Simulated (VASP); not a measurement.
Input of a VASP 6.6.1 run:

File INCAR:

```
SYSTEM = GaAs
  PREC = Accurate
  ENCUT = 520
  EDIFF = 1E-7
  ISMEAR = 0
  SIGMA = 0.02
  LREAL = .False.
  LASPH = .True.
  NELM = 100
  ALGO = Normal
  ISIF = 3
  LWAVE = .False.
  LCHARG = .False.
  GGA = PE
  IBRION = 2
  NSW = 80
  EDIFFG = -0.15
```

KPOINTS

```
regular mesh
0
Gamma
  10 10 10
  0 0 0
```

Contents of POSCAR:

```
GaAs
1.0
    0.0000000000      2.8268500000      2.8268500000
    2.8268500000      0.0000000000      2.8268500000
    2.8268500000      2.8268500000      0.0000000000
Ga As
1 1
Direct
    0.0000000000      0.0000000000      0.0000000000
    0.2500000000      0.2500000000      0.2500000000
```

Potentials or basis: VASP PAW PBE potentials, release 64 (Ga_d, As).

Launch:

```bash
$ cat potpaw_PBE.64/Ga_d/POTCAR potpaw_PBE.64/As/POTCAR > POTCAR
$ mpirun -np 1 vasp_std > vasp.out
```

Estimate the space group after relaxing (to 0.05 Å).

F-43m (No. 216).

Estimate the band gap on the k mesh.

0.14 eV, direct.

Predict the relaxed cell.

a = 4.066 Å, b = 4.066 Å, c = 4.066 Å, α = 60.00°, β = 60.00°, γ = 60.00°.

Final structure:
```
Ga As
1.0
     0.00000    2.87513    2.87513
     2.87513    0.00000    2.87513
     2.87513    2.87513    0.00000
Ga As
1 1
Direct
  0.00000 0.00000 0.00000
  0.25000 0.25000 0.25000
```

 PBE usually gives volumes a little too large and moduli too small.
